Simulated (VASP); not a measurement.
Input for VASP

INCAR:
```
EDIFF=1E-6
ENCUT=500   # plane-wave cut-off (eV)
IBRION=2   # conjugate gradients
PSTRESS=200   # kbar
ALGO=Normal   # blocked Davidson
SYSTEM=AlP
SIGMA=0.05   # width (eV)
GGA=PE
NSW=40   # most ionic steps
EDIFFG=-0.02
LWAVE=.False.
LCHARG=.False.
PREC=Accurate
LREAL=.False.   # projection in real space or not
ISMEAR=0   # Gaussian
LASPH=.True.   # aspherical one-centre terms
ISIF=3   # ions, shape and volume
NELM=100   # most electronic steps
```

**POSCAR**
```
AlP
1.0
  0.0000000000   2.6641245306   2.6641245306
  2.6641245306   0.0000000000   2.6641245306
  2.6641245306   2.6641245306   0.0000000000
Al P
1 1
direct
  0.0000000000   0.0000000000   0.0000000000
  0.2500000000   0.2500000000   0.2500000000
```

KPOINTS:
```
Automatic mesh
0
Gamma
9 9 9
0 0 0
```

POTCAR, in this order: Al P (PBE.64 set). Program: vasp_std.

**Question.** Write an equivalent input for Quantum ESPRESSO's pw.x.

**Answer.** One equivalent input (not run):
```
&CONTROL
  calculation = 'vc-relax'
  pseudo_dir = './pseudo'
  outdir = './out'
  tprnfor = .true.
  tstress = .true.
  nstep = 40
  forc_conv_thr = 0.00078
/
&SYSTEM
  ibrav = 0
  nat = 2
  ntyp = 2
  ecutwfc = 44
  occupations = 'smearing'
  smearing = 'gaussian'
  degauss = 0.003675
  input_dft = 'pbe'
/
&ELECTRONS
  conv_thr = 7.3e-08
  electron_maxstep = 100
/
&IONS
/
&CELL
  press = 200
/
ATOMIC_SPECIES
  Al 26.982 Al.upf
  P 30.974 P.upf
CELL_PARAMETERS angstrom
     0.0000000    2.6641245    2.6641245
     2.6641245    0.0000000    2.6641245
     2.6641245    2.6641245    0.0000000
ATOMIC_POSITIONS crystal
  Al   0.0000000  0.0000000  0.0000000
  P    0.2500000  0.2500000  0.2500000
K_POINTS automatic
  9 9 9 0 0 0
```
Limits of the translation: the potentials are each code's own (VASP's PAW set, PseudoDojo norm-conserving files in pw.x), so ENCUT and ecutwfc are chosen apart and not converted; conv_thr bounds pw.x's estimated SCF error, while EDIFF bounds the energy change between steps; forc_conv_thr acts on force components and is met together with etot_conv_thr.

The compound is AlP in the zinc blende structure. This run relaxes it under an external pressure of 20 GPa. Symmetry was kept, so distortions that lower it aren't found.
